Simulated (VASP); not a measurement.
```xyz
1
Lattice="0.0000 1.7371 1.7371 1.7371 0.0000 1.7371 1.7371 1.7371 0.0000" Properties=species:S:1:pos:R:3 pbc="T T T"
Ni     0.0000     0.0000     0.0000
```
Starting moments (μB, in the order of the record's atoms Ni): 0.6.

Method: TPSS meta-GGA, VASP's PBE PAW potentials (set 64) (plane waves; VASP). Settings: 520 eV cut-off, 20×20×20 Γ-centred mesh, tetrahedra with Blöchl corrections, potentials Ni.

Give the spin-up energies of bands 1 to 6 at the high-symmetry points, in eV from the Fermi level.

```
band      Γ      X      U      L      W
----  -----  -----  -----  -----  -----
1     -9.31  -4.95  -4.23  -5.11  -4.02
2     -2.60  -4.47  -3.96  -2.58  -3.28
3     -2.60  -0.58  -2.26  -2.58  -3.28
4     -2.60  -0.53  -1.17  -0.65  -1.41
5     -1.33  -0.53  -0.80  -0.65  -0.52
6     -1.33   2.45   5.86  -0.42   7.93
```

Give the spin-down energies of bands 1 to 6 at the high-symmetry points, in eV from the Fermi level.

```
band      Γ      X      U      L      W
----  -----  -----  -----  -----  -----
1     -9.32  -4.65  -3.85  -4.61  -3.69
2     -1.76  -3.78  -3.35  -1.97  -2.59
3     -1.76  -0.04  -1.56  -1.97  -2.59
4     -1.76   0.44  -0.66  -0.46  -0.92
5     -0.82   0.44   0.16   0.14   0.45
6     -0.82   2.43   6.11   0.14   8.15
```

It has no gap at this level: it comes out as a metal or semimetal.

The compound is Ni in the fcc structure. It was relaxed first.
